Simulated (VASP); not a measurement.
# HfZrSe3 (R-3) in VASP: further runs

The runs below take HfZrSe3 through single point, with PBE.

Everything below comes from runs of VASP 6.6.1. Logs are shortened: lines on timing, memory, paths and dates and some standing lists are left out, and cuts for length are marked.

### 1 The crystal as given

The structure is trigonal, space group R-3 (No. 148). The conventional cell has a = 6.483 Å, b = 6.483 Å, c = 19.438 Å, α = 90.00°, β = 90.00°, γ = 120.00°. Zr (site symmetry -3) has 6 Se at 2.72 Å as nearest neighbours. Zr (site symmetry -3) is surrounded by 6 Se at 2.72 Å. Hf (site symmetry 3) is surrounded by 6 Se at 2.72 Å. Se (site symmetry 1) has 2 Zr at 2.72 Å and 2 Hf at 2.72 Å as nearest neighbours.

The cell was built by a generator and needn't be a form met in nature.

### 2 Single point, PBE

Input file INCAR:

```
  PREC = Accurate
  ENCUT = 520
  EDIFF = 1E-6
  ISMEAR = 0
  SIGMA = 0.1
  LREAL = False
  LASPH = True
  NELM = 120
  ALGO = Normal
  ISIF = 2
  LWAVE = False
  LCHARG = False
  GGA = PE
  NBANDS = 51
  KPAR = 4
```

Input file KPOINTS:

```
Automatic mesh
0
Gamma
  6 6 6
```

Input file POSCAR:

```
HfZrSe3
1.0
    3.2414930000      1.8714770000      6.4793900000
   -3.2414930000      1.8714770000      6.4793900000
    0.0000000000     -3.7429540000      6.4793900000
Zr Hf Se
2 2 6
Direct
    0.0000000000      0.0000000000      0.0000000000
    0.5000000000      0.5000000000      0.5000000000
    0.6641110000      0.6641110000      0.6641110000
    0.3358890000      0.3358890000      0.3358890000
    0.0768160000      0.4218400000      0.7564240000
    0.4218400000      0.7564240000      0.0768160000
    0.7564240000      0.0768160000      0.4218400000
    0.9231840000      0.5781600000      0.2435760000
    0.5781600000      0.2435760000      0.9231840000
    0.2435760000      0.9231840000      0.5781600000
```

Potentials or basis: VASP PAW PBE potentials, release 64 (Zr_sv, Hf_pv, Se).

Started as:

```
$ cat potpaw_PBE.64/Zr_sv/POTCAR potpaw_PBE.64/Hf_pv/POTCAR potpaw_PBE.64/Se/POTCAR > POTCAR
$ mpirun -np 4 vasp_std > vasp.out
```

OUTCAR:

```text
PREC = Accurate
   ENCUT = 520
   EDIFF = 1E-6
   ISMEAR = 0
   LREAL = False
   LASPH = True
   NELM = 120
   ISIF = 2
   GGA = PE

 ion  position               nearest neighbor table
   1  0.000  0.000  0.000-   6 2.72   9 2.72   8 2.72   5 2.72   7 2.72  10 2.72   3 3.74   3 3.74
                             4 3.74   4 3.74   3 3.74   4 3.74
   2  0.500  0.500  0.500-   7 2.72  10 2.72   8 2.72   5 2.72   9 2.72   6 2.72   3 3.19   4 3.19

   3  0.664  0.664  0.664-   5 2.72   6 2.72   7 2.72  10 2.72   8 2.72   9 2.72   2 3.19   1 3.74
                             1 3.74   1 3.74   4 3.74   4 3.74   4 3.74
   4  0.336  0.336  0.336-   8 2.72   9 2.72  10 2.72   7 2.72   5 2.72   6 2.72   2 3.19   1 3.74
                             1 3.74   1 3.74   3 3.74   3 3.74   3 3.74
   5  0.077  0.422  0.756-   2 2.72   1 2.72   3 2.72   4 2.72
   6  0.422  0.756  0.077-   2 2.72   1 2.72   3 2.72   4 2.72
   7  0.756  0.077  0.422-   2 2.72   1 2.72   3 2.72   4 2.72
   8  0.923  0.578  0.244-   2 2.72   1 2.72   4 2.72   3 2.72
   9  0.578  0.244  0.923-   2 2.72   1 2.72   4 2.72   3 2.72
  10  0.244  0.923  0.578-   2 2.72   1 2.72   4 2.72   3 2.72

  LATTYP: Found a trigonal (rhomboedric) cell.
 ALAT       =     7.4827934492
 COS(alpha) =     0.6246877836

  Lattice vectors:

 A1 = (   3.2414930000,   1.8714770000,   6.4793900000)
 A2 = (  -3.2414930000,   1.8714770000,   6.4793900000)
 A3 = (   0.0000000000,  -3.7429540000,   6.4793900000)

Analysis of symmetry for initial positions (statically):
=====================================================================
 Subroutine PRICEL returns:
 Original cell was already a primitive cell.

 Routine SETGRP: Setting up the symmetry group for a
 trigonal (rhombohedral) supercell.

 Subroutine GETGRP returns: Found  6 space group operations
 (whereof  6 operations were pure point group operations)
 out of a pool of 12 trial point group operations.

The static configuration has the point symmetry S_6 .

Analysis of symmetry for dynamics (positions and initial velocities):
=====================================================================
 Subroutine PRICEL returns:
 Original cell was already a primitive cell.

 Routine SETGRP: Setting up the symmetry group for a
 trigonal (rhombohedral) supercell.

 Subroutine GETGRP returns: Found  6 space group operations
 (whereof  6 operations were pure point group operations)
 out of a pool of 12 trial point group operations.

The dynamic configuration has the point symmetry S_6 .

 Subroutine INISYM returns: Found  6 space group operations
 (whereof  6 operations are pure point group operations),
 and found     1 'primitive' translations

----------------------------------------------------------------------------------------

                                     Primitive cell

  volume of cell :     235.8386

  direct lattice vectors                    reciprocal lattice vectors
     3.241493000  1.871477000  6.479390000     0.154249909  0.089056220  0.051445172
    -3.241493000  1.871477000  6.479390000    -0.154249909  0.089056220  0.051445172
     0.000000000 -3.742954000  6.479390000     0.000000000 -0.178112439  0.051445172

  length of vectors
     7.482793449  7.482793449  7.482793557     0.185393232  0.185393232  0.185393222

  position of ions in fractional coordinates (direct lattice)
     0.000000000  0.000000000  0.000000000
     0.500000000  0.500000000  0.500000000
     0.664111000  0.664111000  0.664111000
     0.335889000  0.335889000  0.335889000
     0.076816000  0.421840000  0.756424000
     0.421840000  0.756424000  0.076816000
     0.756424000  0.076816000  0.421840000
     0.923184000  0.578160000  0.243576000
     0.578160000  0.243576000  0.923184000
     0.243576000  0.923184000  0.578160000

  ion indices of the primitive-cell ions
   primitive index   ion index
                 1           1
                 2           2
                 3           3
                 4           4
                 5           5
                 6           6
                 7           7
                 8           8
                 9           9
                10          10

----------------------------------------------------------------------------------------

 KPOINTS: Automatic mesh

Automatic generation of k-mesh.
 Grid dimensions read from file:
 generate k-points for:    6    6    6

 Generating k-lattice:

  Cartesian coordinates                     Fractional coordinates (reciprocal lattice)
     0.025708318  0.014842703  0.008574195     0.166666667  0.000000000  0.000000000
    -0.025708318  0.014842703  0.008574195     0.000000000  0.166666667  0.000000000
     0.000000000 -0.029685407  0.008574195     0.000000000  0.000000000  0.166666667

  Length of vectors
     0.030898872  0.030898872  0.030898870

  Shift w.r.t. Gamma in fractional coordinates (k-lattice)
     0.000000000  0.000000000  0.000000000

 Subroutine IBZKPT returns following result:
 ===========================================

 Found     40 irreducible k-points:

 Following reciprocal coordinates:
            Coordinates               Weight
  0.000000  0.000000  0.000000      1.000000
  0.166667  0.000000  0.000000      6.000000
  0.333333  0.000000  0.000000      6.000000
  0.500000  0.000000  0.000000      3.000000
  0.166667  0.166667 -0.000000      6.000000
  0.333333  0.166667  0.000000      6.000000
[... 16 lines left out ...]
  0.333333  0.333333  0.166667      6.000000
  0.500000  0.333333  0.166667      6.000000
 [... further k-points ...]
   k-points           NKPTS =     40   k-points in BZ     NKDIM =     40   number of bands    NBANDS=     51
   number of dos      NEDOS =    301   number of ions     NIONS =     10
   total plane-waves  NPLWV = 175616
   dimension x,y,z NGX =    56 NGY =   56 NGZ =   56
   dimension x,y,z NGXF=   112 NGYF=  112 NGZF=  112
   ions per type =               2   2   6
   NGX,Y,Z   is equivalent  to a cutoff of  12.44, 12.44, 12.44 a.u.
   NGXF,Y,Z  is equivalent  to a cutoff of  24.88, 24.88, 24.88 a.u.
 SYSTEM =  unknown system
   PREC   = accura    normal or accurate (medium, high low for compatibility)
   ISTART =      0    job   : 0-new  1-cont  2-samecut
   ICHARG =      2    charge: 1-file 2-atom 10-const
   ISPIN  =      1    spin polarized calculation?
   LNONCOLLINEAR =      F non collinear calculations
   LSORBIT =      F    spin-orbit coupling
   LASPH  =      T    aspherical Exc in radial PAW
   ENCUT  =  520.0 eV  38.22 Ry    6.18 a.u.  13.91 13.91 13.91*2*pi/ulx,y,z
   NELM   =    120;   NELMIN=  2; NELMDL= -5     # of ELM steps
   EDIFF  = 0.1E-05   stopping-criterion for ELM
   LREAL  =      F    real-space projection
   EDIFFG = 0.1E-04   stopping-criterion for IOM
   NSW    =      0    number of steps for IOM
   IBRION =     -1    ionic relax: 0-MD 1-quasi-New 2-CG
   NFREE  =      0    steps in history (QN), initial steepest desc. (CG)
   ISIF   =      2    stress and relaxation
   ISYM   =      2    0-nonsym 1-usesym 2-fastsym
   POTIM  = 0.5000    time-step for ionic-motion
   TEBEG  =    0.0;   TEEND  =   0.0 temperature during run
   PSTRESS=    0.0 pullay stress
   NELECT =      80.0000    total number of electrons
   NUPDOWN=      -1.0000    fix difference up-down
   EMIN   =  10.00;   EMAX   =-10.00  energy-range for DOS
   EFERMI =   0.00;   METHOD = LEGACY
   ISMEAR =     0;   SIGMA  =   0.10  broadening in eV -4-tet -1-fermi 0-gaus
   EFERMI_NEDOS =   21; number of points for ismear=-14 and -15
   IALGO  =     38    algorithm
   IMIX   =      4    mixing-type and parameters
     AMIX     =   0.40;   BMIX     =  1.00
     AMIX_MAG =   1.60;   BMIX_MAG =  1.00
  volume/ion in A,a.u.               =      23.58       159.15
  Fermi-wavevector in a.u.,A,eV,Ry     =   1.141738  2.157572 17.736092  1.303566
  Thomas-Fermi vector in A             =   2.278438
   LORBIT       =      0    0 simple, 1 ext, 2 COOP (PROOUT), +10 PAW based schemes
   GGA     = PE    functional components
   LHFCALC =     F    Hartree Fock is set to
   AEXX    =    0.0000 exact exchange contribution
   IVDW    =     0    specifies the selected vdW correction
   LEPSILON=     F    determine dielectric tensor
   LRPA    =     F    only Hartree local field effects (RPA)
 non-spin polarized calculation
 Gauss-broadening in eV      SIGMA  =   0.10
  energy-cutoff  :      520.00
  volume of cell :      235.84
 maximum number of plane-waves:      6382
   NGX = 27   NGY = 27   NGZ = 27

 number of electron      79.9999999 magnetization

 Free energy of the ion-electron system (eV)
  ---------------------------------------------------
  ext. energy  EPLUGINS =         0.00000000
  ---------------------------------------------------
  free energy    TOTEN  =       -71.01852909 eV

  energy without entropy =      -70.99165048  energy(sigma->0) =      -71.00508979

 E-fermi :   5.6448     XC(G=0): -10.0088

 val. band max:        5.6387421479   @ k =   0.1667   0.0000   0.0000
 cond. band min:       5.6477378184   @ k =   0.5000  -0.1667  -0.3333
 fundamental gap:      0.0089956704
 Fermi energy:         5.6448301276

 k-point     1 :       0.0000    0.0000    0.0000
  band No.  band energies     occupation
      1     -44.2927      2.00000
      2     -44.1566      2.00000
      3     -26.1456      2.00000
      4     -26.1456      2.00000
      5     -26.0857      2.00000
      6     -26.0857      2.00000
[... 43 lines left out ...]
     50       8.1785      0.00000
     51       8.2398      0.00000

 k-point     2 :       0.1667    0.0000    0.0000
  band No.  band energies     occupation
      1     -44.2927      2.00000
      2     -44.1566      2.00000
      3     -26.1471      2.00000
      4     -26.1428      2.00000
      5     -26.0884      2.00000
      6     -26.0841      2.00000
[... 1180 lines left out ...]
 k-point    24 :       0.5000    0.3333    0.1667
  band No.  band energies     occupation
      1     -44.2927      2.00000
      2     -44.1566      2.00000
      3     -26.1497      2.00000
      4     -26.1373      2.00000
      5     -26.0941      2.00000
      6     -26.0814      2.00000
[... 43 lines left out ...]
     50       8.2302      0.00000
     51       8.4149      0.00000

 [... further k-points ...]

------------------------ aborting loop because EDIFF is reached ----------------------------------------

  FORCE on cell =-STRESS in cart. coord.  units (eV):
  Direction    XX          YY          ZZ          XY          YZ          ZX
  --------------------------------------------------------------------------------------
  -------------------------------------------------------------------------------------
  Total       -0.0357965     -0.0357965     -0.0449212      0.0000001      0.0000000      0.0000000
  in kB       -0.2431845     -0.2431845     -0.3051734      0.0000009      0.0000000      0.0000000
  external PRESSURE =      -0.2638474 kB  Pullay stress =       0.0000000 kB

 VOLUME and BASIS-vectors are now :
 -----------------------------------------------------------------------------
  energy-cutoff  :      520.00
  volume of cell :      235.84
      direct lattice vectors                 reciprocal lattice vectors
     3.241493000  1.871477000  6.479390000     0.154249909  0.089056220  0.051445172
    -3.241493000  1.871477000  6.479390000    -0.154249909  0.089056220  0.051445172
     0.000000000 -3.742954000  6.479390000     0.000000000 -0.178112439  0.051445172

 POSITION                                       TOTAL-FORCE (eV/Angst)
 -----------------------------------------------------------------------------------
      0.00000      0.00000      0.00000        -0.000000      0.000000      0.000000
      0.00000      0.00000      9.71908        -0.000000      0.000000      0.000000
      0.00000      0.00000     12.90910        -0.000000      0.000000     -0.004353
      0.00000      0.00000      6.52907        -0.000000      0.000000      0.004353
     -1.11839     -1.89804      8.13215        -0.000811      0.000157      0.000344
     -1.08455      1.91758      8.13215         0.000541      0.000624      0.000344
      2.20294     -0.01954      8.13215         0.000270     -0.000780      0.000344
      1.11839      1.89804     11.30602         0.000811     -0.000157     -0.000344
      1.08455     -1.91758     11.30602        -0.000541     -0.000624     -0.000344
     -2.20294      0.01954     11.30602        -0.000270      0.000780     -0.000344
 -----------------------------------------------------------------------------------
    total drift:                                0.000000      0.000000      0.000000

  FREE ENERGIE OF THE ION-ELECTRON SYSTEM (eV)
  ---------------------------------------------------
  free  energy   TOTEN  =       -71.0185290942 eV

  energy  without entropy=      -70.9916504825  energy(sigma->0) =      -71.00508979
```

It took 2.1 min on 4 MPI ranks of Intel Xeon 6975P-C (Granite Rapids), shared host; peak memory 0.7 GiB.

Results:

- Free energy: -71.0185 eV
- Pressure: 0.0 GPa
- Largest force: 0.004 eV/Å
- Band gap on the k mesh: none (metal or under the smearing width)

Forces on the atoms (eV/Å):
```
Zr   0.000  0.000  0.000
Zr   0.000  0.000  0.000
Hf   0.000  0.000 -0.004
Hf   0.000  0.000  0.004
Se  -0.001  0.000  0.000
Se   0.001  0.001  0.000
Se   0.000 -0.001  0.000
Se   0.001  0.000  0.000
Se  -0.001 -0.001  0.000
Se   0.000  0.001  0.000
```

### 3 Single point, PBE, collinear spin, ferromagnetic start

Input file INCAR:

```
  PREC = Accurate
  ENCUT = 520
  EDIFF = 1E-6
  ISMEAR = 0
  SIGMA = 0.1
  LREAL = False
  LASPH = True
  NELM = 150
  ALGO = Normal
  ISIF = 2
  LWAVE = False
  LCHARG = False
  ISPIN = 2
  MAGMOM = 1.5 1.5 1.5 1.5 0 0 0 0 0 0
  LORBIT = 11
  LMAXMIX = 4
  GGA = PE
  NBANDS = 55
  KPAR = 4
```

KPOINTS is that of step 2.

POSCAR is that of step 2.

Potentials or basis: VASP PAW PBE potentials, release 64 (Zr_sv, Hf_pv, Se).

Started as:

```
$ cat potpaw_PBE.64/Zr_sv/POTCAR potpaw_PBE.64/Hf_pv/POTCAR potpaw_PBE.64/Se/POTCAR > POTCAR
$ mpirun -np 4 vasp_std > vasp.out
```

Wall time 4.1 min (4 MPI ranks of Intel Xeon 6975P-C (Granite Rapids), shared host); peak memory 1.1 GiB.

It converged, with:

```yaml
Free_energy: -71.0185 eV
Pressure: 0.0 GPa
Largest_force: 0.004 eV/Å
Band_gap_on_the_k_mesh: none (metal or under the smearing width)
Net_moment: 0.00 μB per cell
Valence_electrons_inside_the_program's_atomic_spheres: Zr 9.72, 9.75; Hf 8.22; Se 3.92
```

Forces in eV/Å, atoms in the order of the input:
```
Zr   0.000  0.000  0.000
Zr   0.000  0.000  0.000
Hf   0.000  0.000 -0.004
Hf   0.000  0.000  0.004
Se  -0.001  0.000  0.000
Se   0.001  0.001  0.000
Se   0.000 -0.001  0.000
Se   0.001  0.000  0.000
Se  -0.001 -0.001  0.000
Se   0.000  0.001  0.000
```

Levels at points of the mesh, in eV from the Fermi level:
Spin up:
```tsv
k point	band 38	band 39	band 40	band 41	band 42	band 43
(0.00, 0.00, 0.00)	-1.29	-0.98	-0.04	-0.04	0.53	0.53
(0.50, 0.00, 0.00)	-2.21	-0.74	-0.68	0.45	0.58	0.83
(0.50, 0.50, 0.00)	-2.41	-1.14	-0.22	0.16	0.58	0.65
(0.50, 0.50, 0.50)	-1.91	0.33	0.61	0.61	0.67	0.67
```
Spin down:
```csv
k point,band 38,band 39,band 40,band 41,band 42,band 43
"(0.00, 0.00, 0.00)",-1.29,-0.98,-0.04,-0.04,0.53,0.53
"(0.50, 0.00, 0.00)",-2.21,-0.74,-0.68,0.45,0.58,0.83
"(0.50, 0.50, 0.00)",-2.41,-1.14,-0.22,0.16,0.58,0.65
"(0.50, 0.50, 0.50)",-1.91,0.33,0.61,0.61,0.67,0.67
```

The run has no spin-orbit coupling, so splittings on Hf are missing.
